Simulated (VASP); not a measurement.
Level of theory: PBE GGA, VASP's PBE PAW potentials (set 64) (plane waves; VASP).

The input files of a VASP run:

### INCAR
```
LWAVE = .False.
ISIF = 2
LCHARG = .False.
ALGO = Normal
LASPH = .True.   # aspherical one-centre terms
EDIFF = 1E-6   # SCF stop (eV)
ISMEAR = -1
PREC = Accurate
GGA = PE   # PBE
SIGMA = 0.05   # width (eV)
LMAXMIX = 6   # l cut-off of mixed one-centre charges
NELM = 100
ENCUT = 400   # plane-wave cut-off (eV)
SYSTEM = HfO2
LREAL = .False.   # projection in real space or not
```

**KPOINTS**
```
Automatic mesh
0
Gamma
18 18 18
```

**POSCAR**
```
HfO2
1
    0.0000000000     2.5490410000     2.5490410000
    2.5490410000     0.0000000000     2.5490410000
    2.5490410000     2.5490410000     0.0000000000
Hf O
1 2
Direct
  0.0000000000   0.0000000000   0.0000000000
  0.7500000000   0.7500000000   0.7500000000
  0.2500000000   0.2500000000   0.2500000000
```

POTCAR, in this order: Hf_pv O (PBE.64 set). Program: vasp_std.

The run wrote:

File OSZICAR:
```
       N       E                     dE             d eps       ncg     rms          rms(c)
DAV:   1     0.839534540453E+02    0.83953E+02   -0.11274E+04  5866   0.118E+03
DAV:   2    -0.329006590937E+02   -0.11685E+03   -0.11343E+03  7516   0.286E+02
DAV:   3    -0.359877611008E+02   -0.30871E+01   -0.30850E+01  7586   0.477E+01
DAV:   4    -0.360036916120E+02   -0.15931E-01   -0.15929E-01  7348   0.372E+00
DAV:   5    -0.360038376177E+02   -0.14601E-03   -0.14600E-03  7467   0.313E-01    0.465E+01
DAV:   6    -0.304215030259E+02    0.55823E+01   -0.29305E+01  6683   0.374E+01    0.419E+01
DAV:   7    -0.303189221830E+02    0.10258E+00   -0.76027E-01  7516   0.794E+00    0.284E+01
DAV:   8    -0.302905203794E+02    0.28402E-01   -0.24344E-01  7628   0.502E+00    0.580E+00
DAV:   9    -0.302788120041E+02    0.11708E-01   -0.44625E-02  7250   0.186E+00    0.164E+00
DAV:  10    -0.302788950780E+02   -0.83074E-04   -0.47320E-03  7904   0.534E-01    0.316E-01
DAV:  11    -0.302788590861E+02    0.35992E-04   -0.31405E-04  6767   0.144E-01    0.215E-01
DAV:  12    -0.302788716518E+02   -0.12566E-04   -0.55253E-05  7812   0.558E-02    0.600E-02
DAV:  13    -0.302788725335E+02   -0.88170E-06   -0.21621E-06  6579   0.116E-02
   1 F= -.30278873E+02 E0= -.30278873E+02  d E =-.370189E-10
```

File OUTCAR:
```
------------------------ aborting loop because EDIFF is reached ----------------------------------------
  FORCE on cell =-STRESS in cart. coord.  units (eV):
  Direction    XX          YY          ZZ          XY          YZ          ZX
  --------------------------------------------------------------------------------------
  Total       -2.0096592     -2.0096592     -2.0096592      0.0000000      0.0000000     -0.0000000
  in kB      -97.2014042    -97.2014042    -97.2014042      0.0000000      0.0000000     -0.0000000
  external PRESSURE =     -97.2014042 kB  Pullay stress =       0.0000000 kB
  volume of cell :       33.13
      direct lattice vectors                 reciprocal lattice vectors
     0.000000000  2.549041000  2.549041000    -0.196152200  0.196152200  0.196152200
     2.549041000  0.000000000  2.549041000     0.196152200 -0.196152200  0.196152200
     2.549041000  2.549041000  0.000000000     0.196152200  0.196152200 -0.196152200
 POSITION                                       TOTAL-FORCE (eV/Angst)
 -----------------------------------------------------------------------------------
      0.00000      0.00000      0.00000         0.000000      0.000000      0.000000
      3.82356      3.82356      3.82356         0.000000      0.000000      0.000000
      1.27452      1.27452      1.27452        -0.000000     -0.000000     -0.000000
 -----------------------------------------------------------------------------------
    total drift:                               -0.000000      0.000000      0.000000
  FREE ENERGIE OF THE ION-ELECTRON SYSTEM (eV)
  ---------------------------------------------------
  free  energy   TOTEN  =       -30.2788725335 eV

  energy  without entropy=      -30.2788725335  energy(sigma->0) =      -30.27887253
```
(Selected blocks of OUTCAR.)

At this cut-off the stress carries a Pulay error, which pulls relaxed volumes low.

The structure comes from a computed database's HfO2 entry; how it stands against other phases isn't given here. The cell was not relaxed at this level. The run is one of a series of settings (KPOINTS 18×18×18 Γ-centred mesh against the base run), some of them coarse on purpose.
